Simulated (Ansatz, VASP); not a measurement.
## NaLaMnMoO6 in VASP and in Ansatz

```
Na La Mn Mo O
1.0
     4.97775   -2.88146    0.02055
     4.97775    2.88146    0.02055
    -3.06086    0.00000    4.59785
Na La Mn Mo O
1 1 1 1 6
Direct
  0.99482 0.99482 0.49994
  0.75307 0.75307 0.78825
  0.25016 0.25016 0.19811
  0.49867 0.49867 0.99722
  0.30338 0.30338 0.61396
  0.32902 0.82850 0.87649
  0.19558 0.63630 0.15354
  0.63630 0.19558 0.15354
  0.82850 0.32902 0.87649
  0.71050 0.71050 0.34246
```

The cell was built by a generator and needn't be a form met in nature.

Alike in both runs: functional PBE; k mesh 6 × 6 × 6; occupations fermi-dirac, width 0.05 eV; collinear spin, ferromagnetic start.

```csv
,VASP,Ansatz
version,VASP 6.6.1,Ansatz 0.2.0
potentials or method,"VASP PAW PBE potentials, release 64 (Na_pv, La, Mn_pv, Mo_sv, O)",PseudoDojo standard (PBE files)
plane-wave cutoff (eV),520,1497
valence electrons in the cell,81,85
task,electron localisation function,single point
```

|  | VASP | Ansatz | Ansatz less VASP |
| --- | --- | --- | --- |
| gap on the k mesh at the Fermi level (eV) | 0.91 | 0.97 | +0.054 |
| least direct gap on the mesh (eV) | 1.00 | 1.04 | +0.048 |
| pressure (GPa) | 0.2 | -0.2 | -0.36 |
| largest component of the traceless stress (GPa) | 0.04 | 0.05 | +0.018 |
| rms of the force components (eV/Å) | 0.021 | 0.018 | -0.0025 |
| net moment per atom (μB) | 0.50 | 0.50 | 0.000 |
| size of the moment on the site where the two differ most (μB) | 4.35 | 3.94 | -0.415 |

Site moments also hang on the region over which each program counts them. Atom by atom the forces differ by 0.030 eV/Å (rms over components). The two sets of potentials don't hold the same shells in valence.

Caveats: spin-orbit coupling is left out, which moves the levels of the heavy elements; a cell with one magnetic atom can't hold antiferromagnetic order, which such compounds often take. A k mesh can miss the band edges. Expect the measured gap to be larger: semilocal functionals such as PBE lack the derivative discontinuity.
